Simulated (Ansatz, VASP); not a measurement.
# GaC in two plane-wave programs, part 2 of 2

Wanted: the spread between two codes on one cell, functional and k mesh. The cell is generated by rule, not measured, and may not be a known phase. The cell is taken from a series of runs on this material, whose earlier steps may have relaxed, scaled, displaced or heated it; both programs get it as it stands.

VASP 6.6.1 and Ansatz 0.2.0.

So far: The structure; Ansatz: zone-centre phonons, PBEsol.

**3. VASP: zone-centre phonons, PBEsol**

Level of this step: PBEsol; plane waves and PAW (Ga_d, C); invented cell (VASP).

The same cell, functional, mesh and smearing now go to VASP, with its own data sets.

Lines of VASP's logs that name or quote its potential files are left out, and so is its time.

The input, INCAR:

```
SYSTEM = GaC
PREC = Accurate
ENCUT = 600
EDIFF = 1E-08
NELM = 120
ISMEAR = 1
SIGMA = 0.15
LREAL = .FALSE.
ALGO = Normal
GGA = PS
NBANDS = 23
LORBIT = 11
LWAVE = .FALSE.
LCHARG = .FALSE.
ISIF = 2
IBRION = 8
LASPH = .TRUE.
GGA_COMPAT = .FALSE.
KPAR = 2
```

The input, POSCAR:

```
GaC
1.0
    4.0571740904      0.0000000000      0.0000000000
    0.0000000000      4.0571740904      0.0000000000
    0.0000000000      0.0000000000      2.6839107886
Ga C
2 2
Direct
    0.5000000000      0.5000000000      0.0000000000
    0.0000000000      0.0000000000      0.0000000000
    0.0000000000      0.5000000000      0.7782277196
    0.5000000000      0.0000000000      0.2217722804
```

The input, KPOINTS:

```
Automatic mesh
0
Gamma
10 10 14
0 0 0
```

Potentials, in the order of the species: Ga_d and C (PBE family, release 64).

Started as:

```console
$ mpirun -np 2 vasp_std
```

Numbers of over 12 decimals in the logs are rounded to 6 here.

Output:

```text
[banner, memory and clock lines left out]
running    2 mpi-ranks, on    1 nodes
 distrk:  each k-point on    1 cores,    2 groups
 distr:  one band on    1 cores,    1 groups

 POSCAR found type information on POSCAR GaC
 POSCAR found :  2 types and       4 ions
|                                                                             |
|               ----> ADVICE to this user running VASP <----                  |
|                                                                             |
|     You enforced a specific xc type in the INCAR file but a different       |
|     [... a line on the potential file left out ...]
|     I HOPE YOU KNOW WHAT YOU ARE DOING!                                     |
|                                                                             |

 LDA part: xc-table for (Slater+PW92), standard interpolation
 POSCAR, INCAR and KPOINTS ok, starting setup
 FFT: planning ... GRIDC
 FFT: planning ... GRID_SOFT
 FFT: planning ... GRID
 WAVECAR not read
 entering main loop
       N       E                     dE             d eps       ncg     rms          rms(c)
DAV:   1     0.212570090613E+03    0.21257E+03   -0.18403E+04  8728   0.293E+03
DAV:   2     0.206388884815E+01   -0.21051E+03   -0.20225E+03  8216   0.484E+02
DAV:   3    -0.208074797591E+02   -0.22871E+02   -0.22236E+02  9016   0.124E+02
DAV:   4    -0.216333685132E+02   -0.82589E+00   -0.82014E+00  9806   0.237E+01
DAV:   5    -0.216512531680E+02   -0.17885E-01   -0.17859E-01  9216   0.313E+00    0.623E+00
DAV:   6    -0.201471253490E+02    0.15041E+01   -0.40771E+00 11849   0.388E+01    0.208E+00
DAV:   7    -0.201305795049E+02    0.16546E-01   -0.54336E-01  8361   0.459E+00    0.128E+00
DAV:   8    -0.201109237180E+02    0.19656E-01   -0.56297E-02 10906   0.321E+00    0.237E-01
DAV:   9    -0.201083857409E+02    0.25380E-02   -0.15456E-02 11260   0.238E+00    0.799E-02
DAV:  10    -0.201083416537E+02    0.44087E-04   -0.14222E-03 11162   0.450E-01    0.199E-02
DAV:  11    -0.201083449300E+02   -0.32763E-05   -0.72943E-05  9863   0.791E-02    0.131E-02
DAV:  12    -0.201083442687E+02    0.66127E-06   -0.93204E-06  9336   0.270E-02    0.265E-03
DAV:  13    -0.201083440033E+02    0.26535E-06   -0.24569E-06 11117   0.340E-02    0.826E-04
DAV:  14    -0.201083439807E+02    0.22690E-07   -0.26209E-07 11358   0.760E-03    0.352E-04
DAV:  15    -0.201083439493E+02    0.31393E-07   -0.19039E-08  6879   0.316E-03    0.106E-04
DAV:  16    -0.201083439489E+02    0.41018E-09   -0.11630E-08  5564   0.141E-03
   1 F= -.20108344E+02 E0= -.20108964E+02  d E =0.185928E-02
 Linear response reoptimize wavefunctions to high precision
DAV:   1    -0.201083439492E+02   -0.34379E-09   -0.34558E-09  6331   0.549E-04
DAV:   2    -0.201083439493E+02   -0.89130E-10   -0.68615E-10  5103   0.241E-04
 Linear response DOF=           4
 Linear response progress:
  Degree of freedom:   1/  4
       N       E                     dE             d eps       ncg     rms          rms(c)
RMM:   1    -0.170623767183E+00   -0.17062E+00    0.19554E-01 25707   0.770E+00
RMM:   2    -0.168968743386E+00    0.16550E-02   -0.39015E-02 37418   0.141E+00    0.560E-02
RMM:   3    -0.169098481918E+00   -0.12974E-03   -0.37317E-03 39459   0.390E-01    0.336E-02
RMM:   4    -0.168830280750E+00    0.26820E-03   -0.36384E-04 40359   0.141E-01    0.560E-03
RMM:   5    -0.168793182973E+00    0.37098E-04    0.37441E-05 41243   0.507E-02    0.355E-03
RMM:   6    -0.168755833854E+00    0.37349E-04    0.29772E-05 40950   0.201E-02    0.654E-04
RMM:   7    -0.168759648504E+00   -0.38147E-05    0.34383E-05 41858   0.837E-03    0.388E-04
RMM:   8    -0.168761188900E+00   -0.15404E-05    0.16382E-05 41792   0.363E-03    0.142E-04
RMM:   9    -0.168761670845E+00   -0.48195E-06    0.40343E-06 42537   0.170E-03    0.617E-05
RMM:  10    -0.168761525266E+00    0.14558E-06    0.28832E-06 41986   0.853E-04    0.282E-05
RMM:  11    -0.168761593157E+00   -0.67891E-07    0.15691E-06 42639   0.459E-04    0.191E-05
RMM:  12    -0.168761594766E+00   -0.16099E-08    0.37643E-07 41994   0.270E-04    0.804E-06
RMM:  13    -0.168761441655E+00    0.15311E-06    0.10843E-06 42339   0.172E-04    0.967E-07
RMM:  14    -0.168761520021E+00   -0.78366E-07    0.42324E-07 45017   0.115E-04    0.136E-06
RMM:  15    -0.168761529177E+00   -0.91558E-08    0.27648E-07 50004   0.839E-05    0.114E-06
RMM:  16    -0.168761521815E+00    0.73618E-08    0.25976E-07 49956   0.661E-05    0.631E-07
RMM:  17    -0.168761519152E+00    0.26629E-08    0.18506E-07 50735   0.553E-05    0.198E-07
RMM:  18    -0.168761526844E+00   -0.76920E-08    0.11943E-07 47936   0.481E-05    0.118E-07
RMM:  19    -0.168761522163E+00    0.46808E-08    0.16709E-07 45521   0.435E-05    0.137E-07
RMM:  20    -0.168761532902E+00   -0.10739E-07    0.72473E-08 44745   0.407E-05    0.309E-07
RMM:  21    -0.168761529977E+00    0.29256E-08    0.92246E-08 43728   0.387E-05    0.249E-07
 first order change of Fermi-energy  -0.12600E-04
 force on displaced ion       1 direction 1 : -10.840   0.000   0.002
 Linear response progress:
  Degree of freedom:   2/  4
       N       E                     dE             d eps       ncg     rms          rms(c)
RMM:   1    -0.154517081915E+00   -0.15452E+00    0.27821E-01 17661   0.780E+00
RMM:   2    -0.154887425230E+00   -0.37034E-03   -0.24516E-02 24404   0.128E+00    0.536E-02
RMM:   3    -0.155064090046E+00   -0.17666E-03   -0.30642E-03 26153   0.370E-01    0.310E-02
RMM:   4    -0.154994365030E+00    0.69725E-04   -0.28736E-04 26758   0.116E-01    0.182E-02
RMM:   5    -0.154779171538E+00    0.21519E-03   -0.25826E-05 26782   0.418E-02    0.252E-03
RMM:   6    -0.154753818270E+00    0.25353E-04   -0.11782E-05 27729   0.154E-02    0.919E-04
RMM:   7    -0.154753332438E+00    0.48583E-06   -0.25400E-06 27454   0.599E-03    0.196E-04
RMM:   8    -0.154752583084E+00    0.74935E-06   -0.11483E-06 27816   0.264E-03    0.560E-05
RMM:   9    -0.154752831294E+00   -0.24821E-06   -0.10784E-06 27540   0.123E-03    0.170E-05
RMM:  10    -0.154752846663E+00   -0.15369E-07   -0.25697E-07 27767   0.618E-04    0.732E-06
RMM:  11    -0.154752811334E+00    0.35330E-07   -0.14829E-07 27629   0.331E-04    0.372E-06
RMM:  12    -0.154752831026E+00   -0.19692E-07   -0.10041E-07 27988   0.195E-04    0.130E-06
RMM:  13    -0.154752814877E+00    0.16149E-07   -0.19922E-08 28741   0.124E-04    0.174E-06
RMM:  14    -0.154752834122E+00   -0.19246E-07   -0.67046E-08 29546   0.873E-05    0.816E-07
RMM:  15    -0.154752821200E+00    0.12923E-07   -0.12263E-08 30867   0.658E-05    0.720E-07
RMM:  16    -0.154752825121E+00   -0.39217E-08   -0.25467E-08 29092   0.537E-05    0.524E-07
 first order change of Fermi-energy  -0.44787E-03
 force on displaced ion       1 direction 3 :   0.000   0.000  -0.447
 Linear response progress:
  Degree of freedom:   3/  4
       N       E                     dE             d eps       ncg     rms          rms(c)
RMM:   1    -0.130537485576E+00   -0.13054E+00   -0.13255E-02 40507   0.216E+00
RMM:   2    -0.120797862459E+00    0.97396E-02   -0.10757E-02 34622   0.631E-01    0.116E-01
RMM:   3    -0.120806393255E+00   -0.85308E-05   -0.81387E-04 38520   0.211E-01    0.578E-02
RMM:   4    -0.121254319664E+00   -0.44793E-03   -0.24295E-04 38894   0.971E-02    0.179E-02
RMM:   5    -0.121324299658E+00   -0.69980E-04   -0.19044E-05 39317   0.312E-02    0.174E-03
RMM:   6    -0.121316775763E+00    0.75239E-05   -0.44082E-06 39656   0.959E-03    0.101E-03
RMM:   7    -0.121316706908E+00    0.68855E-07   -0.15504E-06 39235   0.336E-03    0.402E-04
RMM:   8    -0.121317898201E+00   -0.11913E-05    0.14000E-07 39817   0.125E-03    0.169E-04
RMM:   9    -0.121318457206E+00   -0.55900E-06   -0.64489E-07 39605   0.514E-04    0.343E-05
RMM:  10    -0.121318193297E+00    0.26391E-06    0.45859E-08 39268   0.206E-04    0.894E-06
RMM:  11    -0.121318228883E+00   -0.35586E-07   -0.43686E-08 39543   0.886E-05    0.298E-06
RMM:  12    -0.121318204750E+00    0.24132E-07    0.14955E-09 40718   0.469E-05    0.863E-07
RMM:  13    -0.121318203037E+00    0.17128E-08    0.82939E-11 38507   0.304E-05    0.491E-07
 first order change of Fermi-energy   0.21689E-04
 force on displaced ion       3 direction 1 :  -8.839   0.000   0.001
 Linear response progress:
  Degree of freedom:   4/  4
       N       E                     dE             d eps       ncg     rms          rms(c)
RMM:   1    -0.103669879818E+00   -0.10367E+00   -0.38172E-02 15044   0.154E+00
RMM:   2    -0.985719507424E-01    0.50979E-02   -0.29310E-03 13243   0.421E-01    0.142E-01
RMM:   3    -0.989616612383E-01   -0.38971E-03   -0.57444E-04 14493   0.142E-01    0.723E-02
RMM:   4    -0.993048722442E-01   -0.34321E-03   -0.93877E-05 14663   0.589E-02    0.294E-02
RMM:   5    -0.993723380172E-01   -0.67466E-04   -0.26973E-05 14847   0.243E-02    0.131E-02
RMM:   6    -0.992955076040E-01    0.76830E-04    0.38922E-06 14565   0.985E-03    0.180E-03
RMM:   7    -0.992839795377E-01    0.11528E-04   -0.96331E-07 15064   0.330E-03    0.348E-04
RMM:   8    -0.992828049044E-01    0.11746E-05    0.61218E-07 15382   0.105E-03    0.140E-04
RMM:   9    -0.992833251866E-01   -0.52028E-06   -0.71978E-08 13964   0.446E-04    0.365E-05
RMM:  10    -0.992831750940E-01    0.15009E-06    0.66361E-08 14986   0.175E-04    0.181E-05
RMM:  11    -0.992831770120E-01   -0.19180E-08   -0.62602E-09 14392   0.886E-05    0.446E-06
 first order change of Fermi-energy  -0.11491E+00
 force on displaced ion       3 direction 3 :   0.000   0.000  -3.249
 Linear response finished
```

OUTCAR, selected parts (step 3):

```text
ion  position               nearest neighbor table
   1  0.500  0.500  0.000-   3 2.11   4 2.11   4 2.11   3 2.11   2 2.87   2 2.87   2 2.87   2 2.87

  LATTYP: Found a simple tetragonal cell.
 ALAT       =     4.0571740904
 C/A-ratio  =     0.6615222144

 Subroutine GETGRP returns: Found 16 space group operations
 (whereof  8 operations were pure point group operations)

The static configuration has the point symmetry D_2d.
 The point group associated with its full space group is D_4h.

 Found    168 irreducible k-points:

   k-points           NKPTS =    168   k-points in BZ     NKDIM =    168   number of bands    NBANDS=     23

   dimension x,y,z NGX =    32 NGY =   32 NGZ =   24
   dimension x,y,z NGXF=    64 NGYF=   64 NGZF=   48

   ENCUT  =  600.0 eV  44.10 Ry    6.64 a.u.   8.10  8.10  5.36*2*pi/ulx,y,z

   NELECT =      34.0000    total number of electrons

 k-points in reciprocal lattice and weights: Automatic mesh
   0.00000000  0.00000000  0.00000000       0.001
   0.10000000  0.00000000  0.00000000       0.003
   0.20000000  0.00000000  0.00000000       0.003
   0.30000000  0.00000000  0.00000000       0.003
   0.40000000  0.00000000  0.00000000       0.003
   0.50000000  0.00000000  0.00000000       0.001
   0.10000000  0.10000000  0.00000000       0.003
   0.20000000  0.10000000  0.00000000       0.006
   0.30000000  0.10000000  0.00000000       0.006
[...]
0.50000000  0.40000000  0.50000000       0.003
   0.50000000  0.50000000  0.50000000       0.001

 average (electrostatic) potential at core
       1 -62.9966       2 -62.9966       3 -48.1226       4 -48.1226

  Total       -0.1458921     -0.1458921     -0.0626511      0.0000000      0.0000000      0.0000000
  in kB       -5.2908701     -5.2908701     -2.2720812      0.0000000      0.0000000      0.0000000
  external PRESSURE =      -4.2846072 kB  Pullay stress =       0.0000000 kB

  energy-cutoff  :      600.00
  volume of cell :       44.18
      direct lattice vectors                 reciprocal lattice vectors
     4.057174090  0.000000000  0.000000000     0.246476976  0.000000000  0.000000000
     0.000000000  4.057174090  0.000000000     0.000000000  0.246476976  0.000000000
     0.000000000  0.000000000  2.683910789     0.000000000  0.000000000  0.372590626

 POSITION                                       TOTAL-FORCE (eV/Angst)
 -----------------------------------------------------------------------------------
      2.02859      2.02859      0.00000         0.000000     -0.000000      0.000000
      0.00000      0.00000      0.00000         0.000000      0.000000      0.000000
      0.00000      2.02859      2.08869         0.000000     -0.000000      0.014546
      2.02859      0.00000      0.59522         0.000000      0.000000     -0.014546
 -----------------------------------------------------------------------------------
    total drift:                                0.000000     -0.000000     -0.000000

 Eigenvectors and eigenvalues of the dynamical matrix
 ----------------------------------------------------

   1 f  =   15.798456 THz    99.264627 2PiTHz  526.979768 cm-1    65.337135 meV
             X         Y         Z           dx          dy          dz
      2.028587  2.028587  0.000000     0.003893   -0.190261   -0.000000
      0.000000  0.000000  0.000000    -0.003893    0.190261   -0.000000
      0.000000  2.028587  2.088694    -0.013930   -0.680876   -0.000000
      2.028587  0.000000  0.595217     0.013930    0.680876    0.000000

   2 f  =   15.798456 THz    99.264627 2PiTHz  526.979768 cm-1    65.337135 meV
             X         Y         Z           dx          dy          dz
      2.028587  2.028587  0.000000    -0.190261   -0.003893   -0.000000
      0.000000  0.000000  0.000000     0.190261    0.003893    0.000000
      0.000000  2.028587  2.088694     0.680876   -0.013930    0.000000
      2.028587  0.000000  0.595217    -0.680876    0.013930    0.000000

   3 f  =   12.130296 THz    76.216899 2PiTHz  404.623129 cm-1    50.166852 meV
             X         Y         Z           dx          dy          dz
      2.028587  2.028587  0.000000     0.010056    0.271717    0.000000
      0.000000  0.000000  0.000000     0.010056    0.271717    0.000000
      0.000000  2.028587  2.088694    -0.024141   -0.652293    0.000000
      2.028587  0.000000  0.595217    -0.024141   -0.652293   -0.000000

   4 f  =   12.130296 THz    76.216899 2PiTHz  404.623129 cm-1    50.166852 meV
             X         Y         Z           dx          dy          dz
      2.028587  2.028587  0.000000     0.271717   -0.010056   -0.000000
      0.000000  0.000000  0.000000     0.271717   -0.010056   -0.000000
      0.000000  2.028587  2.088694    -0.652293    0.024141    0.000000
      2.028587  0.000000  0.595217    -0.652293    0.024141    0.000000

   5 f  =   10.255001 THz    64.434074 2PiTHz  342.070026 cm-1    42.411259 meV
             X         Y         Z           dx          dy          dz
      2.028587  2.028587  0.000000     0.000000    0.000000   -0.000000
      0.000000  0.000000  0.000000     0.000000    0.000000   -0.000000
      0.000000  2.028587  2.088694    -0.000000   -0.000000   -0.707107
      2.028587  0.000000  0.595217    -0.000000   -0.000000    0.707107

   6 f  =    6.243870 THz    39.231392 2PiTHz  208.273081 cm-1    25.822559 meV
             X         Y         Z           dx          dy          dz
      2.028587  2.028587  0.000000    -0.096255    0.674181    0.000000
      0.000000  0.000000  0.000000     0.096255   -0.674181    0.000000
      0.000000  2.028587  2.088694    -0.026897   -0.188390   -0.000000
      2.028587  0.000000  0.595217     0.026897    0.188390   -0.000000

   7 f  =    6.243870 THz    39.231392 2PiTHz  208.273081 cm-1    25.822559 meV
             X         Y         Z           dx          dy          dz
      2.028587  2.028587  0.000000    -0.674181   -0.096255    0.000000
      0.000000  0.000000  0.000000     0.674181    0.096255   -0.000000
      0.000000  2.028587  2.088694    -0.188390    0.026897   -0.000000
      2.028587  0.000000  0.595217     0.188390   -0.026897   -0.000000

   8 f  =    5.630497 THz    35.377453 2PiTHz  187.813150 cm-1    23.285852 meV
             X         Y         Z           dx          dy          dz
      2.028587  2.028587  0.000000    -0.000000    0.000000   -0.271198
      0.000000  0.000000  0.000000     0.000000   -0.000000   -0.271198
      0.000000  2.028587  2.088694    -0.000000   -0.000000    0.653033
      2.028587  0.000000  0.595217     0.000000    0.000000    0.653033

   9 f/i=    0.001146 THz     0.007199 2PiTHz    0.038216 cm-1     0.004738 meV
             X         Y         Z           dx          dy          dz
      2.028587  2.028587  0.000000    -0.000000    0.000000   -0.653033
      0.000000  0.000000  0.000000    -0.000000    0.000000   -0.653033
      0.000000  2.028587  2.088694    -0.000000    0.000000   -0.271198
      2.028587  0.000000  0.595217    -0.000000    0.000000   -0.271198

  10 f/i=    0.015575 THz     0.097864 2PiTHz    0.519542 cm-1     0.064415 meV
             X         Y         Z           dx          dy          dz
      2.028587  2.028587  0.000000    -0.259208    0.599066    0.000000
      0.000000  0.000000  0.000000    -0.259208    0.599066    0.000000
      0.000000  2.028587  2.088694    -0.107975    0.249545    0.000000
      2.028587  0.000000  0.595217    -0.107975    0.249545    0.000000

  11 f/i=    0.015575 THz     0.097864 2PiTHz    0.519542 cm-1     0.064415 meV
             X         Y         Z           dx          dy          dz
      2.028587  2.028587  0.000000    -0.599066   -0.259208   -0.000000
      0.000000  0.000000  0.000000    -0.599066   -0.259208   -0.000000
      0.000000  2.028587  2.088694    -0.249545   -0.107975   -0.000000
      2.028587  0.000000  0.595217    -0.249545   -0.107975   -0.000000

  12 f/i=    1.237964 THz     7.778354 2PiTHz   41.294019 cm-1     5.119804 meV
             X         Y         Z           dx          dy          dz
      2.028587  2.028587  0.000000    -0.000000   -0.000000   -0.707107
      0.000000  0.000000  0.000000    -0.000000    0.000000    0.707107
      0.000000  2.028587  2.088694    -0.000000    0.000000    0.000000
      2.028587  0.000000  0.595217    -0.000000   -0.000000    0.000000

 ELASTIC MODULI CONTR FROM IONIC RELAXATION (kBar)
 Direction    XX          YY          ZZ          XY          YZ          ZX
 --------------------------------------------------------------------------------
 XX        -442.7989   -442.7989    -91.5371      0.0000      0.0000      0.0000
 YY        -442.7989   -442.7989    -91.5371      0.0000      0.0000     -0.0000
 ZZ         -91.5371    -91.5371    -18.9229      0.0000      0.0000      0.0000
 XY           0.0000      0.0000      0.0000      0.0000      0.0000      0.0000
 YZ           0.0000      0.0000      0.0000      0.0000   -195.7030      0.0000
 ZX           0.0000     -0.0000      0.0000      0.0000      0.0000   -211.6245
 --------------------------------------------------------------------------------
```

**4. Side by side**

Known differences besides the potentials themselves: the cutoff is 1115.67 eV in Ansatz and 600 eV in VASP. Total energies have different zeros and are not compared.

Compared:

| quantity | Ansatz | VASP | difference |
| --- | --- | --- | --- |
| optical mode 1 (imaginary, printed as negative) (cm⁻¹) | -42.2 | -41.3 | -0.9 |
| optical mode 2 (cm⁻¹) | 186.8 | 187.8 | -0.53 % |
| optical mode 3 to 4 (cm⁻¹) | 207.7 | 208.3 | -0.28 % |
| optical mode 5 (cm⁻¹) | 343.0 | 342.1 | +0.26 % |
| optical mode 6 to 7 (cm⁻¹) | 407.1 | 404.6 | +0.60 % |
| optical mode 8 to 9 (cm⁻¹) | 524.7 | 527.0 | -0.43 % |

Modes are paired by rising frequency, not by their patterns, so a pair may set unlike modes beside each other; they are those without the splitting of longitudinal modes.

**5. What came out**

| Property | Result |
| --- | --- |
| r.m.s. difference of the optical zone-centre modes, each program's sorted by frequency (zone-centre phonons, PBEsol) | 1.7 cm⁻¹ |
| difference in optical mode 6 to 7 (zone-centre phonons, PBEsol) | +0.6 % |

The r.m.s. difference of the optical zone-centre modes, each program's sorted by frequency is 1.7 cm⁻¹ (zone-centre phonons, PBEsol). Among the rows given in per cent, the largest difference of the zone-centre phonons, PBEsol pair is in optical mode 6 to 7, +0.6 %. How closely two codes agree says nothing of how well the functional describes the real material.

[Lines on the potential files, build, host, timing and source positions are cut from VASP's logs without a mark.]

[Logs are printed without paths, hosts, clocks, repeated set-up lines and the standing remarks that a program may print on its own settings, such as how far it seeks lower states.]

[Hosts, paths, dates, database ids (printed as entryN), source tags and the programs' standing remarks are cut or masked in the printed files.]
